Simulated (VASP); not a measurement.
Given:

```
CELL_PARAMETERS angstrom
      0.00000     3.17326     3.17326
      3.17326     0.00000     3.17326
      3.17326     3.17326     0.00000
ATOMIC_POSITIONS crystal
  Mg 0.25000 0.25000 0.25000
  Mg 0.75000 0.75000 0.75000
  Ge 0.00000 0.00000 0.00000
```

All values below come from PBE GGA with D4 dispersion, VASP's PBE PAW potentials (set 64) (plane waves; VASP). Settings: 520 eV cut-off, 6×6×6 Γ-centred mesh, Gaussian smearing of 0.050 eV, potentials Mg Ge_d.

### Question
The job: Mg2Ge (antifluorite), 3 atoms, PBE-D4, static run, 520 eV, 6×6×6 Γ-centred mesh. Roughly how much core time does it take on a busy server core?

### Answer
About 30 core-seconds (one run on a shared machine, a rough figure). It had 16 irreducible k-points, 13 bands, up to 1759 plane waves and 14 electronic steps.

The compound is Mg2Ge in the antifluorite structure. It was relaxed first.
